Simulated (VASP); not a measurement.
Write the native input for VASP 6.6.1 that does the following.

```
Task                   : single point
Functional             : PBEsol
Potentials or basis    : VASP PAW PBE potentials, release 64 (Ti_sv, Si)
Cutoff                 : 520 eV
k mesh                 : 14 × 14 × 14
Occupations            : gaussian, width 0.1 eV
Spin                   : no spin polarisation
Further INCAR settings : ALGO = Normal; EDIFF = 1e-06
```

The structure of TiSi2 lies in POSCAR:

```
TiSi2
1.0
    0.0000000000      4.0920000000      4.2496400000
    2.3815600000      0.0000000000      4.2496400000
    2.3815600000      4.0920000000      0.0000000000
Ti Si
2 4
Direct
    0.5000000000      0.5000000000      0.5000000000
    0.7500000000      0.7500000000      0.7500000000
    0.8361600000      0.1638400000      0.8361600000
    0.1638400000      0.8361600000      0.1638400000
    0.0861600000      0.4138400000      0.0861600000
    0.4138400000      0.0861600000      0.4138400000
```

The cell is a database's computed one.

One way to write it, as run:

INCAR

```
SYSTEM = TiSi2
PREC = Accurate
ENCUT = 520
EDIFF = 1E-6
ISMEAR = 0
SIGMA = 0.1
LREAL = .False.
LASPH = .True.
NELM = 80
ALGO = Normal
ISIF = 2
LWAVE = .False.
LCHARG = .False.
GGA = PS
```

KPOINTS

```
Automatic mesh
0
Gamma
  14 14 14
  0 0 0
```

Potentials or basis: VASP PAW PBE potentials, release 64 (Ti_sv, Si).

Launch:

```bash
$ cat potpaw_PBE.64/Ti_sv/POTCAR potpaw_PBE.64/Si/POTCAR > POTCAR
$ mpirun -np 1 vasp_std > vasp.out
```

It gave:

```json
{
  "Pressure": "0.0 GPa",
  "Largest force": "0.004 eV/Å",
  "Band gap on the k mesh": "none (metal or under the smearing width)"
}
```

Caveat: the PAW data sets were made with another functional, which shifts forces and pressure a little.

Run time: 6 min on 1 thread of Intel(R) Xeon(R) 6975P-C (Granite Rapids), with other jobs on the host, peak memory 0.79 GiB.
